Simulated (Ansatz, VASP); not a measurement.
**LiVB2: VASP beside Ansatz**

```
V B Li
1.0
     2.80774    0.00000    0.00000
    -1.40387    2.43158    0.00000
    -1.40387    0.81053    4.87317
V B Li
1 2 1
Direct
  0.50000 0.50000 0.50000
  0.24180 0.75820 0.72540
  0.75820 0.24180 0.27460
  0.00000 0.00000 0.00000
```

The cell was built by a generator and needn't be a form met in nature.

Alike in both runs: task single point; functional r2SCAN; k mesh 7 × 7 × 7; no spin polarisation.

|  | VASP | Ansatz |
| --- | --- | --- |
| version | VASP 6.6.1 | Ansatz 0.2.0 |
| potentials or method | VASP PAW PBE potentials, release 64 (V_sv, B, Li_sv) | PAW plane waves |
| plane-wave cutoff (eV) | 520 | 500 |
| occupations | fermi-dirac, width 0.1 eV | fermi-dirac |
| valence electrons in the cell | 22 | 22 |

```tsv
	VASP	Ansatz	Ansatz less VASP
gap on the k mesh at the Fermi level (eV)	none	none	-
rms of the force components (eV/Å)	0.719	0.732	+0.0131
```

Atom by atom the forces differ by 0.013 eV/Å (rms over components). A gap of «none» marks a metal or a gap that the smearing closes. Ansatz warned: «structure_snapped_to_symmetry».

Caveats: the k mesh is coarse (spacing up to 0.37 Å⁻¹), so the values aren't converged; the PAW data sets were made with another functional, which shifts forces and pressure a little (VASP).
